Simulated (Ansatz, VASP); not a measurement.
# Cross-check of In between VASP and Ansatz

Aim: how closely do two programs agree when they are given the same cell, functional and k mesh? The cell is taken from a series of runs on this material, whose earlier steps may have relaxed, scaled, displaced or heated it; both programs get it as it stands.

Program: Ansatz 0.2.0. Level of theory: plane waves, with VASP 6.6.1 beside it; relaxation of cell and atoms at PBEsol. Results are calculated unless marked as measured.

### Step 1. The structure

Symmetry: I4/mmm, No. 139, tetragonal system. Conventional cell: a = 3.195 Å, b = 3.195 Å, c = 4.997 Å, α = 90.00°, β = 90.00°, γ = 90.00°. In has 12 In at 3.19 to 3.37 Å nearest.

As a file:

```xyz
1
Lattice="-1.5974 1.5974 2.4987 1.5974 -1.5974 2.4987 1.5974 1.5974 -2.4987" Properties=species:S:1:pos:R:3 pbc="T T T"
In    0.0000    0.0000    0.0000
```

### Step 2. VASP: relaxation of cell and atoms, PBEsol

The relaxed volume is the usual yardstick between codes: in a stiff, nearly cubic crystal its relative difference is about their pressure difference at one cell divided by the bulk modulus.

Lines of VASP's logs that name or quote its potential files are left out, and so is its time.

INCAR

```
SYSTEM = In
PREC = Accurate
ENCUT = 500
EDIFF = 1E-07
NELM = 120
ISMEAR = 1
SIGMA = 0.2
LREAL = .FALSE.
ALGO = Normal
GGA = PS
NBANDS = 12
LORBIT = 11
LWAVE = .FALSE.
LCHARG = .FALSE.
ISIF = 3
IBRION = 2
NSW = 80
EDIFFG = -0.005
LASPH = .TRUE.
GGA_COMPAT = .FALSE.
NELMIN = 4
```

POSCAR

```
In
1.0
   -1.5974410000      1.5974410000      2.4986590000
    1.5974410000     -1.5974410000      2.4986590000
    1.5974410000      1.5974410000     -2.4986590000
In
1
Direct
    0.0000000000      0.0000000000      0.0000000000
```

KPOINTS

```
Automatic mesh
0
Gamma
20 20 20
0 0 0
```

Potentials, in the order of the species: In_d (PBE family, release 64).

On the command line:

```bash
$ mpirun -np 1 vasp_std
```

Numbers of over 12 decimals in the logs are rounded to 6 here.

Output:

```text
[banner, memory and clock lines left out]
running    1 mpi-ranks, on    1 nodes
 distrk:  each k-point on    1 cores,    1 groups
 distr:  one band on    1 cores,    1 groups

 POSCAR found type information on POSCAR In
 POSCAR found :  1 types and       1 ions
|                                                                             |
|               ----> ADVICE to this user running VASP <----                  |
|                                                                             |
|     You enforced a specific xc type in the INCAR file but a different       |
|     [... a line on the potential file left out ...]
|     I HOPE YOU KNOW WHAT YOU ARE DOING!                                     |
|                                                                             |

 LDA part: xc-table for (Slater+PW92), standard interpolation
 POSCAR, INCAR and KPOINTS ok, starting setup
 FFT: planning ... GRIDC
 FFT: planning ... GRID_SOFT
 FFT: planning ... GRID
 WAVECAR not read
 entering main loop
       N       E                     dE             d eps       ncg     rms          rms(c)
DAV:   1     0.770505123520E+02    0.77051E+02   -0.61426E+03 15668   0.134E+03
DAV:   2     0.621272306501E+00   -0.76429E+02   -0.74420E+02 16128   0.287E+02
DAV:   3    -0.294506333913E+01   -0.35663E+01   -0.35555E+01 18292   0.633E+01
DAV:   4    -0.302466881080E+01   -0.79605E-01   -0.79580E-01 19516   0.935E+00
DAV:   5    -0.302834218629E+01   -0.36734E-02   -0.36733E-02 21276   0.177E+00    0.241E+00
DAV:   6    -0.299065493920E+01    0.37687E-01   -0.60577E-02 19520   0.513E+00    0.115E+00
DAV:   7    -0.298360274386E+01    0.70522E-02   -0.15901E-02 20492   0.242E+00    0.292E-01
DAV:   8    -0.298293158384E+01    0.67116E-03   -0.91676E-04 20040   0.519E-01    0.247E-02
DAV:   9    -0.298293402238E+01   -0.24385E-05   -0.13295E-05 23136   0.456E-02    0.165E-02
DAV:  10    -0.298293471103E+01   -0.68864E-06   -0.95802E-07 18500   0.122E-02    0.734E-04
DAV:  11    -0.298293474418E+01   -0.33151E-07   -0.24995E-08 12824   0.270E-03
   1 F= -.29829347E+01 E0= -.29826557E+01  d E =-.298293E+01
 curvature:   0.00 expect dE= 0.000E+00 dE for cont linesearch  0.000E+00
 trial: gam= 0.00000 g(F)=  0.563E-62 g(S)=  0.336E-04 ort = 0.000E+00 (trialstep = 0.100E+01)
 search vector abs. value=  0.336E-04
 bond charge predicted
       N       E                     dE             d eps       ncg     rms          rms(c)
DAV:   1    -0.298371143705E+01   -0.77673E-03   -0.16643E-02 19496   0.274E+00    0.165E-01
DAV:   2    -0.298305129887E+01    0.66014E-03   -0.12501E-03 18836   0.777E-01    0.577E-02
DAV:   3    -0.298296141291E+01    0.89886E-04   -0.26032E-04 22552   0.340E-01    0.224E-02
DAV:   4    -0.298295755638E+01    0.38565E-05   -0.65549E-06 17420   0.249E-02    0.128E-02
DAV:   5    -0.298295498262E+01    0.25738E-05   -0.18122E-06 18096   0.748E-03    0.389E-03
DAV:   6    -0.298295451742E+01    0.46520E-06   -0.33488E-07 18172   0.388E-03    0.850E-04
DAV:   7    -0.298295460363E+01   -0.86211E-07   -0.15369E-08  9108   0.106E-03
   2 F= -.29829546E+01 E0= -.29826801E+01  d E =-.198595E-04
 trial-energy change:   -0.000020  1 .order   -0.000018   -0.000034   -0.000003
 step:   1.0747(harm=  1.0991)  dis= 0.00000  next Energy=    -2.982955 (dE=-0.200E-04)
 reached required accuracy - stopping structural energy minimisation
```

OUTCAR, selected parts (step 2):

```text
ion  position               nearest neighbor table
   1  0.000  0.000  0.000-

  LATTYP: Found a body centered tetragonal cell.
 ALAT       =     3.1948820000
 C/A-ratio  =     1.5641635591

 Subroutine GETGRP returns: Found 16 space group operations
 (whereof 16 operations were pure point group operations)

The static configuration has the point symmetry D_4h.

 Found    641 irreducible k-points:

   k-points           NKPTS =    641   k-points in BZ     NKDIM =    641   number of bands    NBANDS=     12

   dimension x,y,z NGX =    28 NGY =   28 NGZ =   28
   dimension x,y,z NGXF=    56 NGYF=   56 NGZF=   56

   ENCUT  =  500.0 eV  36.75 Ry    6.06 a.u.   6.14  6.14  6.14*2*pi/ulx,y,z

   NELECT =      13.0000    total number of electrons

 k-points in reciprocal lattice and weights: Automatic mesh
   0.00000000  0.00000000  0.00000000       0.000
   0.05000000 -0.00000000  0.00000000       0.001
   0.10000000 -0.00000000  0.00000000       0.001
   0.15000000  0.00000000 -0.00000000       0.001
   0.20000000 -0.00000000  0.00000000       0.001
   0.25000000  0.00000000  0.00000000       0.001
   0.30000000  0.00000000 -0.00000000       0.001
   0.35000000  0.00000000  0.00000000       0.001
   0.40000000 -0.00000000  0.00000000       0.001
[...]
-0.45000000 -0.45000000  0.45000000       0.000
   0.50000000  0.50000000  0.50000000       0.000

 average (electrostatic) potential at core
       1 -93.4245

 E-fermi :   7.6218

 k-point     1 :       0.0000    0.0000    0.0000
  band No.  band energies     occupation
    ...
      2      -6.8966      2.00000
      3      -6.8966      2.00000
      4      -6.8482      2.00000
      5      -6.6939      2.00000
      6      -2.1070      2.00000
      7      18.3506      0.00000
      8      18.3506      0.00000
      9      18.5717      0.00000
     10      19.3094      0.00000
     11      21.7999      0.00000
    ...

 k-point     2 :       0.0500   -0.0000    0.0000
  band No.  band energies     occupation
    ...
      2      -6.8974      2.00000
      3      -6.8924      2.00000
      4      -6.8471      2.00000
      5      -6.6962      2.00000
      6      -2.0512      2.00000
      7      17.6229      0.00000
      8      18.2883      0.00000
      9      18.3405      0.00000
     10      19.1895      0.00000
     11      21.9281      0.00000
    ...

 k-point     3 :       0.1000   -0.0000    0.0000
  band No.  band energies     occupation
    ...
      2      -6.9017      2.00000
      3      -6.8809      2.00000
      4      -6.8407      2.00000
      5      -6.7020      2.00000
      6      -1.8828      2.00000
      7      16.0221      0.00000
      8      17.8986      0.00000
      9      18.1298      0.00000
     10      19.1458      0.00000
     11      21.3615      0.00000
    ...

  Total        0.0012514      0.0012514      0.0016032      0.0000000      0.0000000      0.0000000
  in kB        0.0784414      0.0784414      0.1004894      0.0000000      0.0000000      0.0000000
  external PRESSURE =       0.0857907 kB  Pullay stress =       0.0000000 kB

  energy-cutoff  :      500.00
  volume of cell :       25.56
      direct lattice vectors                 reciprocal lattice vectors
    -1.598582293  1.598582293  2.500594106     0.000000000  0.312777141  0.199952483
     1.598582293 -1.598582293  2.500594106     0.312777141  0.000000000  0.199952483
     1.598582293  1.598582293 -2.500594106     0.312777141  0.312777141  0.000000000

 POSITION                                       TOTAL-FORCE (eV/Angst)
 -----------------------------------------------------------------------------------
      0.00000      0.00000     -0.00000        -0.000000      0.000000     -0.000000
 -----------------------------------------------------------------------------------
    total drift:                               -0.000000      0.000000      0.000000

  FREE ENERGIE OF THE ION-ELECTRON SYSTEM (eV)
  ---------------------------------------------------
  free  energy   TOTEN  =        -2.9829546036 eV

  energy  without entropy=       -2.9821311922  energy(sigma->0) =       -2.98268013

 reached required accuracy - stopping structural energy minimisation

 total charge
# of ion       s       p       d       tot
------------------------------------------
    1        0.993   0.509   9.851  11.353

[... 3 further parts left out ...]
```

CONTCAR:

```
In
   1.00000000000000
    -1.5985822929425175    1.5985822929425175    2.5005941057966332
     1.5985822929425175   -1.5985822929425175    2.5005941057966332
     1.5985822929425175    1.5985822929425175   -2.5005941057966332
  In
     1
Direct
     0.0000000000000000    0.0000000000000000    0.0000000000000000
```

This run has no spin polarisation. Its electron count is odd, so without a moment it is a metal by construction. The run keeps the 16 symmetry operations of its start, so it cannot find a distortion of lower symmetry.

### Step 3. Ansatz: relaxation of cell and atoms, PBEsol

Ansatz runs on its PAW soft_1 files.

The same cell, functional, mesh and smearing now go to Ansatz, which takes its cutoff from its data sets.

input.yaml

```yaml
crystal:
  lattice:
    - [-1.5974409827, 1.5974409827, 2.4986586601]
    - [1.5974409827, -1.5974409827, 2.4986586601]
    - [1.5974409827, 1.5974409827, -2.4986586601]
  atoms:
    - { symbol: In, position: [0.0, 0.0, 0.0] }
kpoints:
  mp_grid: { grid: [20, 20, 20] }
hamiltonian:
  xc: pbesol
  pseudopotentials: { kind: paw, azcp: { folder: soft_1 }, xc_functional: pbe }
scf:
  occupations: { method: methfessel_paxton, width: 0.2 }
output:
  forces: true
  stress: true
  eigenvalues: true
relax:
  adjacent_minimum: "off"
  f_tol: 0.001
  max_steps: 60
  cell: { stress_tol: 0.01 }
```

On the command line:

```bash
$ ansatz run input.yaml --threads 4 --pin off --max-ram 10240MiB --backend cpu --events-out ev --progress --plain --runs-dir out
```

Output:

```text
Engine: ansatz 0.2.0, aarch64-unknown-linux-gnu
Pseudopotentials: kind: paw
Pseudopotential: In, paw, valence charge 13, recommended cutoff 420 eV (normal), soft_1/In.paw.azcp
Functional definition: PBEsol
  exchange = pbesol_x
  correlation = pbesol_c
Crystal: 1 atoms, lattice volume = 25.504 Å³
Basis set: ecut = 420 eV, 501 PW (Γ), exchange–correlation on 48×48×48 points (8 copies of the dense FFT grid, shifted against one another)
Bands: 11, of which v1, the nominal top of the filled ones, is band 7 counted from 1 (6 counted from 0)
Symmetry: 16 space group operations
Space group: I4/mmm (ITA 139), of the structure as read, at distance tolerance 2.9e-5 Å
k-points: 641 of 8000
Non-local potential: In, projectors of the file, l = 0: 2, l = 1: 2, l = 2: 2, l = 3: 1
PAW form: soft (Blöchl's): semilocal exchange-correlation on the pseudo side does not see the compensation charge
PAW frozen core: In, regenerated for the run's functional, and the local potential with it (the file was generated under x = pbe(κ = 0.804, μ = 0.219515), c = pbe(β = 0.066725))
PAW one-centre angular grid: In, 590 points (default); XC on 64 Gauss nodes
Initial density: superposition of atomic densities (chi_scale 0.1, normalization cell)
Initial wavefunctions: pseudopotential atomic-orbital guess
Functional: x = pbesol(κ = 0.804, μ = 0.123457), c = pbesol(β = 0.046)
SCF iter   1: F=—  HF=-5525.507716 eV  |F-HF|=—  |Δ(HF+E_count)|=         —  Δρ=1.62e-2  dr2=9.20e-2  ethr=3.10e-3  ⟨swp⟩=5.1  Hψ=43989  notcnv=0
preconditioner: auto → none  [metal: Δε(μ)=0.016 eV  Ē_g=19.373 eV  σ=0.200 eV  W_gap=0.07  n_scr=8 (ndim 8)  ℏωp=26.5 eV  f_vac=0.000  D(μ)=0.52/eV (n_scr^D=0)  sad-step TF]
SCF iter   2: F=—  HF=-5525.475695 eV  |F-HF|=—  |Δ(HF+E_count)|=   3.20e-2  S|Δr|=    0.00e0  Δρ=9.75e-3  dr2=2.82e-2  ethr=7.08e-4  ⟨swp⟩=1.3  Hψ=12611  notcnv=0  defer=2
SCF iter   3: F=—  HF=-5525.468961 eV  |F-HF|=—  |Δ(HF+E_count)|=   6.73e-3  S|Δr|=    0.00e0  Δρ=1.80e-3  dr2=6.71e-4  ethr=2.17e-4  ⟨swp⟩=2.1  Hψ=10966  notcnv=0  defer=25
SCF iter   4: F=—  HF=-5525.468882 eV  |F-HF|=—  |Δ(HF+E_count)|=   7.89e-5  S|Δr|=    0.00e0  Δρ=8.05e-5  dr2=7.04e-7  ethr=5.16e-6  ⟨swp⟩=1.7  Hψ=11262  notcnv=0  defer=205
SCF iter   5: F=—  HF=-5525.468881 eV  |F-HF|=—  |Δ(HF+E_count)|=   9.24e-7  S|Δr|=    0.00e0  Δρ=1.57e-5  dr2=3.85e-8  ethr=7.69e-10  ⟨swp⟩=8.0  Hψ=37970  notcnv=0
SCF iter   6: F=-5525.468881 eV  HF=-5525.468881 eV  |F-HF|=6.56e-10  |Δ(HF+E_count)|=   1.53e-8  S|Δr|=    0.00e0  Δρ=1.68e-6  dr2=7.12e-10  ethr=2.96e-10  ⟨swp⟩=2.8  Hψ=25435  notcnv=0
SCF 1 converged in 6 iterations: F = -5525.468881 eV  dr2 = 7.12e-10
  greatest PAW one-centre occupation: 0.981 electrons in one spin orbital (limit 2), on the In atom at site 0 (counted from 0), in its partial waves of l = 2
relax step   1: F+E_penalty+E_count = -5525.46888106 eV  Δ(F+E_penalty+E_count) = +0.000e0 eV  max|allowed force component| = 0.000e0 eV/Å  Δτ_max = 0.0000 Å  P = +0.127 GPa  Ω = 25.504 Å³  (6 SCF iters, dr2 threshold 1.00e-7 eV, accepted)
[...]
relax step   2: F+E_penalty+E_count = -5525.46890039 eV  Δ(F+E_penalty+E_count) = -1.933e-5 eV  max|allowed force component| = 0.000e0 eV/Å  Δτ_max = 0.0000 Å  P = +0.005 GPa  Ω = 25.574 Å³  energy of the carried Pulay correction = -9.370e-6 eV  (3 SCF iters, dr2 threshold 4.59e-8 eV, accepted)
[...]
relax step   6: F+E_penalty+E_count = -5525.46897980 eV  Δ(F+E_penalty+E_count) = -7.173e-5 eV  max|allowed force component| = 0.000e0 eV/Å  Δτ_max = 0.0000 Å  P = -0.010 GPa  Ω = 25.574 Å³  energy of the carried Pulay correction = -9.746e-6 eV  (4 SCF iters, dr2 threshold 1.69e-9 eV, accepted)
[...]
relax step   7: F+E_penalty+E_count = -5525.46911751 eV  Δ(F+E_penalty+E_count) = -1.377e-4 eV  max|allowed force component| = 0.000e0 eV/Å  Δτ_max = 0.0000 Å  P = +0.010 GPa  Ω = 25.555 Å³  energy of the carried Pulay correction = -7.652e-6 eV  (4 SCF iters, dr2 threshold 1.33e-8 eV, accepted)
[...]
relax step   8: F+E_penalty+E_count = -5525.46910572 eV  Δ(F+E_penalty+E_count) = +1.179e-5 eV  max|allowed force component| = 0.000e0 eV/Å  Δτ_max = 0.0000 Å  P = -0.001 GPa  Ω = 25.561 Å³  energy of the carried Pulay correction = -8.714e-6 eV  (4 SCF iters, dr2 threshold 3.22e-9 eV, rejected (line search))
[...]
relax step   9: F+E_penalty+E_count = -5525.46912088 eV  Δ(F+E_penalty+E_count) = -3.376e-6 eV  max|allowed force component| = 0.000e0 eV/Å  Δτ_max = 0.0000 Å  P = +0.002 GPa  Ω = 25.559 Å³  energy of the carried Pulay correction = -8.316e-6 eV  (6 SCF iters, accepted)
[...]
relax step  10: F+E_penalty+E_count = -5525.46912959 eV  Δ(F+E_penalty+E_count) = -8.709e-6 eV  max|allowed force component| = 0.000e0 eV/Å  Δτ_max = 0.0000 Å  P = +0.001 GPa  Ω = 25.559 Å³  stress off target by 6.41e-3 GPa  SCF on the basis re-selected at this cell (its energy is not comparable with the rows above)  (5 SCF iters)
basis re-selected at this cell: Δ(F+E_penalty+E_count) = -8.709e-6 eV, ΔP = -0.000 GPa vs the last step (what re-selecting the basis moved, of the pressure what is left beyond the Pulay correction that the steps carried, after the strain that the cell walked since its last selection, with what the two solves' SCF thresholds leave and, on support functions, any second-order correction that the steps lacked; it is no measure of the basis error at this ecutwfc). This SCF's stress stands 6.41e-3 GPa from its target on what of the cell is left free (relax.cell.stress_tol is 1.00e-2 GPa) and its largest allowed force component is 0.00e0 eV/Å (relax.f_tol is 1.00e-3 eV/Å): [rest of the remark cut]
SCF converged after 5 iterations
Stability not checked: this state was not tested for a lower state beside it, because cold or Methfessel-Paxton smearing, or corrected tetrahedra, fill the levels in a way that the test cannot read (fill_not_monotonic; see scf.lower_state_search)
Free energy (F): -5525.469130 eV
Harris-Foulkes:  -5525.469130 eV  (|F-HF|=1.82e-12)
Internal energy: -5525.469130 eV  (E = F + TS)
E sigma→0 (E₀):  -5525.469130 eV
Entropy (-TS):   0.000000 eV (0.000 meV/atom)
Fermi energy:    10.494071 eV
--- Per-component energies (eV) ---
  E_band       = -19.940611
  E_kinetic    = 217.165543
  E_local      = -999.402272  (includes V_loc(G=0)·N_el)
  E_nonlocal   = 328.008068
  E_hartree    = 398.941222
  E_xc         = -142.741931
  E_vxc        = -90.779846  (∫ρ·V_xc dr)
  E_paw        = -4135.134783  (= ΣΔE_a)
  E_vpaw       = -272.814681  (= ΣTr[D̂ρ^β])
  E_aug_tail   = 0.000133  (compensation charges beyond the density's cutoff)
  E_ewald      = -1192.541014
  E_core_change = 0.235903  (= ΣΔE_core)
  E_smearing   = 0.000000  (= −TS)
  E_closure    = -0.000000  (closes the sum)
  Σ components = -5525.469130   (vs F -5525.469130, Δ=0.00e0)
--- Forces (eV/Å), atoms counted from 1 ---
  atom   1  In    -0.00000000     0.00000000     0.00000000
  max |Σ_I F_I| component: 9.86e-32 eV/Å
--- Stress (GPa, compression-positive) ---
       -0.001323       0.000000       0.000000
        0.000000      -0.001323       0.000000
        0.000000      -0.000000       0.006410
  P = ⅓ Tr σ = 0.0013 GPa (0.013 kbar)
--- Band table (eV; the first three rows and the last of 641) ---
  k-point 0: bands = [... 3 lower, -4.0065, -3.8166, 0.7675, 21.2340, 21.2340, 21.4597, 22.2210, 24.5248]
  k-point 1: bands = [... 3 lower, -4.0018, -3.8228, 0.8479, 20.6721, 20.9149, 20.9246, 21.8265, 24.5630]
  k-point 2: bands = [... 3 lower, -3.9892, -3.8410, 1.0903, 19.5605, 19.8642, 20.1779, 21.0778, 24.8282]
  k-point 640: bands = [... 3 lower, -3.7157, -3.7157, 6.9981, 7.4488, 15.7794, 15.7794, 19.2491, 19.4119]
--- Relaxed structure (9 steps of the walk, 8 accepted, 1 SCFs on fresh bases) ---
  F+E_penalty+E_count = -5525.46912959 eV   max|allowed force component| = 0.000e0 eV/Å   (the final SCF, on the basis selected at the relaxed cell)
  cell:  # Å, volume = 25.5591 Å³
    - [-1.586197, 1.586197, 2.539635]
    - [1.586197, -1.586197, 2.539635]
    - [1.586197, 1.586197, -2.539635]
  atoms:
    - { symbol: In, position: [0.0, 0.0, 0.0] }
```

### Step 4. Comparison

Known differences besides the potentials themselves: the cutoff is 420 eV in Ansatz and 500 eV in VASP; Ansatz makes its cores anew for this functional, VASP keeps those of its PBE data sets; Ansatz adds a Pulay correction to the stress that steers its cell, VASP none. Total energies have different zeros and are not compared.

Compared:

```
                                         quantity  Ansatz   VASP  difference
                                      volume (Å³)   25.56  25.56     -0.01 %
edge a after relaxation, in the typed setting (Å)   3.389  3.371     +0.52 %
```

### Step 5. What came out

```
difference in edge a after relaxation, in the typed setting (relaxation of cell and atoms, PBEsol) : 0.52 %
```

The difference in edge a after relaxation, in the typed setting is 0.52 % (relaxation of cell and atoms, PBEsol), within the 1.2 % picked in this series as the mark of a large difference, as far as the stopping tolerances let one tell. Such differences can come from data sets, numerical settings and the points named under the comparisons, not from the functional's error against experiment.

[Lines on the potential files, build, host, timing and source positions are cut from VASP's logs without a mark.]

[Logs are printed without paths, hosts, clocks, repeated set-up lines and the standing remarks that a program may print on its own settings, such as how far it seeks lower states.]

[Hosts, paths, dates, database ids (printed as entryN), source tags and the programs' standing remarks are cut or masked in the printed files.]
